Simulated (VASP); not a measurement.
Output of a VASP run:

**OSZICAR**
```
       N       E                     dE             d eps       ncg     rms          rms(c)
DAV:   1     0.673475361374E+01    0.67348E+01   -0.48002E+03   288   0.102E+03
DAV:   2    -0.164155157345E+02   -0.23150E+02   -0.20939E+02   432   0.154E+02
DAV:   3    -0.167880263017E+02   -0.37251E+00   -0.37251E+00   272   0.193E+01
DAV:   4    -0.167926280508E+02   -0.46017E-02   -0.46017E-02   464   0.301E+00
DAV:   5    -0.167926423647E+02   -0.14314E-04   -0.14314E-04   296   0.137E-01    0.678E+00
DAV:   6    -0.150907592506E+02    0.17019E+01   -0.74815E+00   408   0.212E+01    0.211E+00
DAV:   7    -0.150384314641E+02    0.52328E-01   -0.24385E-01   352   0.364E+00    0.116E+00
DAV:   8    -0.150301258326E+02    0.83056E-02   -0.19299E-02   376   0.196E+00    0.742E-02
DAV:   9    -0.150303405302E+02   -0.21470E-03   -0.44580E-04   376   0.205E-01    0.441E-02
DAV:  10    -0.150304328198E+02   -0.92290E-04   -0.17681E-04   400   0.118E-01    0.830E-03
DAV:  11    -0.150304325913E+02    0.22843E-06   -0.25590E-05   352   0.399E-02    0.408E-03
DAV:  12    -0.150304325549E+02    0.36460E-07   -0.20289E-06   392   0.153E-02    0.920E-04
DAV:  13    -0.150304325692E+02   -0.14326E-07   -0.11176E-07   400   0.342E-03    0.190E-04
DAV:  14    -0.150304325679E+02    0.12706E-08   -0.44571E-09   256   0.679E-04
   1 F= -.15030433E+02 E0= -.15030433E+02  d E =-.227839E-42
```

OUTCAR:
```
------------------------ aborting loop because EDIFF is reached ----------------------------------------
  FORCE on cell =-STRESS in cart. coord.  units (eV):
  Direction    XX          YY          ZZ          XY          YZ          ZX
  --------------------------------------------------------------------------------------
  Total       -0.6691415     -0.6691415     -0.6691415      0.0000000      0.0000000     -0.0000000
  in kB      -49.7502690    -49.7502690    -49.7502690      0.0000000      0.0000000     -0.0000000
  external PRESSURE =     -49.7502690 kB  Pullay stress =       0.0000000 kB
  volume of cell :       21.55
      direct lattice vectors                 reciprocal lattice vectors
     0.000000000  2.208688000  2.208688000    -0.226378737  0.226378737  0.226378737
     2.208688000  0.000000000  2.208688000     0.226378737 -0.226378737  0.226378737
     2.208688000  2.208688000  0.000000000     0.226378737  0.226378737 -0.226378737
  FREE ENERGIE OF THE ION-ELECTRON SYSTEM (eV)
  ---------------------------------------------------
  free  energy   TOTEN  =       -15.0304325679 eV

  energy  without entropy=      -15.0304325679  energy(sigma->0) =      -15.03043257
```
(Selected blocks of OUTCAR.)

### POSCAR
```
SiC
1
    0.0000000000     2.2086880000     2.2086880000
    2.2086880000     0.0000000000     2.2086880000
    2.2086880000     2.2086880000     0.0000000000
Si C
1 1
Direct
  0.0000000000   0.0000000000   0.0000000000
  0.2500000000   0.2500000000   0.2500000000
```

Question: Write an INCAR and KPOINTS that could have produced this output.

Answer: Several could match; the one computed here: the input of the run itself, PBE GGA, plane waves, VASP's PBE PAW potentials (set 64).

### KPOINTS
```
Automatic mesh
0
Gamma
6 6 6
0 0 0
```

**INCAR**
```
ALGO  =  Normal
EDIFF  =  1E-8
ENCUT  =  500
GGA  =  PE
ISMEAR  =  0
LASPH  =  .TRUE.
LCHARG  =  .FALSE.
LREAL  =  .FALSE.
LWAVE  =  .TRUE.
NELM  =  100
PREC  =  Normal
SIGMA  =  0.01
SYSTEM  =  SiC
```

POTCAR, in this order: Si_GW C_GW_new (PBE.64 set). Program: vasp_std.

The compound is SiC in the zinc blende structure. This cell is one point of a volume scan, at 1.04 of the reference volume.
